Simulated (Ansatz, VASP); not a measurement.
One calculation of TePt3W, two programs

```xyz
5
Lattice="4.8768 0.0000 0.0000 0.0000 4.8768 0.0000 0.0000 0.0000 4.8768" Properties=species:S:1:pos:R:3 pbc="T T T"
Te    0.0000    0.0000    0.0000
Pt    0.0000    2.4384    2.4384
Pt    2.4384    0.0000    2.4384
Pt    2.4384    2.4384    0.0000
W     2.4384    2.4384    2.4384
```

Change from the starting cell: species swapped into the MgNi3C type (Pm-3m, No. 221).

Alike in both runs: functional PBE; k mesh 8 × 8 × 8; occupations gaussian, width 0.1 eV; no spin polarisation.

Ansatz relaxed the structure, and its values are those at the end. VASP's run is a single point on that final structure, the one shown.

|  | VASP | Ansatz |
| --- | --- | --- |
| version | VASP 6.6.1 | Ansatz 0.2.0 |
| potentials or method | VASP PAW PBE potentials, release 64 (Te, Pt, W_sv) | scalar-relativistic, plane waves, PAW |
| plane-wave cutoff (eV) | 520 | 420 |
| valence electrons in the cell | 50 | 84 |

|  | VASP | Ansatz | Ansatz less VASP |
| --- | --- | --- | --- |
| gap on the k mesh at the Fermi level (eV) | none | none | - |
| pressure (GPa) | 0.3 | 0.0 | -0.29 |

A gap of «none» marks a metal or a gap that the smearing closes. The two sets of potentials don't hold the same shells in valence.

The runs have no spin-orbit coupling, so splittings on Pt, Te, W are missing.
